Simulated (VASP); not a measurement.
Crystal: PtSe2.

```
Pt Se
1.0
     3.72400    0.00000    0.00000
    -1.86200    3.22508    0.00000
     0.00000    0.00000    5.06200
Pt Se
1 2
Direct
  0.00000 0.00000 0.00000
  0.33333 0.66667 0.25000
  0.66667 0.33333 0.75000
```

| Property | Result |
| --- | --- |
| Program | VASP 6.6.1 |
| Task | relaxation of cell and atoms |
| Functional | PBE |
| Dispersion | D3(BJ) |
| Potentials or basis | VASP PAW PBE potentials, release 64 (Pt, Se) |
| Cutoff | 520 eV |
| k mesh | 9 × 9 × 6 |
| Occupations | gaussian, width 0.02 eV |
| Spin | no spin polarisation |

At the start: pressure 3.5 GPa; volume 20.27 Å³/atom.

Problem. Where does the relaxation end?

Solution. Over 15 steps the energy falls by 16.5 meV/atom and the volume is 19.79 Å³/atom (-2.4 %); space group P-3m1 (No. 164, to 0.05 Å).

The path:
| step | energy change (eV) | largest force (eV/Å) | pressure (GPa) | volume (Å³) |
| --- | --- | --- | --- | --- |
| 1 | 0.0000 | 0.6174 | 3.46 | 60.80 |
| 2 | 0.0310 | 0.3917 | -5.83 | 64.72 |
| 3 | -0.0238 | 0.1843 | -0.60 | 62.30 |
| 4 | -0.0238 | 0.1922 | -0.52 | 62.27 |
| 5 | -0.0292 | 0.1619 | -0.44 | 61.89 |
| 6 | -0.0412 | 0.0658 | -0.11 | 60.74 |
| 7 | -0.0414 | 0.1599 | 0.97 | 58.46 |
| 8 | -0.0458 | 0.0172 | 0.34 | 59.70 |
| 9 | -0.0469 | 0.1393 | -1.27 | 59.93 |
| 10 | -0.0480 | 0.0905 | -0.61 | 59.83 |
| 11 | -0.0496 | 0.0166 | 0.08 | 59.28 |
| 12 | -0.0496 | 0.0016 | -0.04 | 59.37 |
| 13 | -0.0496 | 0.0033 | -0.06 | 59.38 |
| 14 | -0.0496 | 0.0036 | 0.06 | 59.35 |
| 15 | -0.0496 | 0.0003 | 0.00 | 59.37 |

Final structure:
```
CELL_PARAMETERS angstrom
3.76933 0.00000 0.00000
-1.88467 3.26434 0.00000
0.00000 0.00000 4.82485
ATOMIC_POSITIONS crystal
Pt 0.00000 0.00000 0.00000
Se 0.33333 0.66667 0.26578
Se 0.66667 0.33333 0.73422
```

Caveat: pairwise dispersion overbinds metals, which lowers pressure and volume.
